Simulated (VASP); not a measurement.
Data:

```
CELL_PARAMETERS angstrom
      3.41388     0.00000     0.00000
     -1.70694     2.95651     0.00000
      0.00000     0.00000    18.86787
ATOMIC_POSITIONS crystal
  S  0.66667 0.33333 0.42460
  S  0.33333 0.66667 0.57540
  Ti 0.00000 0.00000 0.50000
```

Calculation: optB88-vdW, VASP's PBE PAW potentials (set 64) (plane waves; VASP). Run with PREC = Normal, 400 eV cut-off, 18×18×1 Γ-centred mesh, first-order Methfessel-Paxton smearing of 0.10 eV, potentials S Ti_sv.

### Question
Predict the energy per atom (σ→0).

### Answer

* **energy per atom (σ→0)**: -4.613 eV/atom

Only differences to runs with the same potentials and settings are physical.

The cell is a sheet with vacuum, built from TiS2 (1T layered).
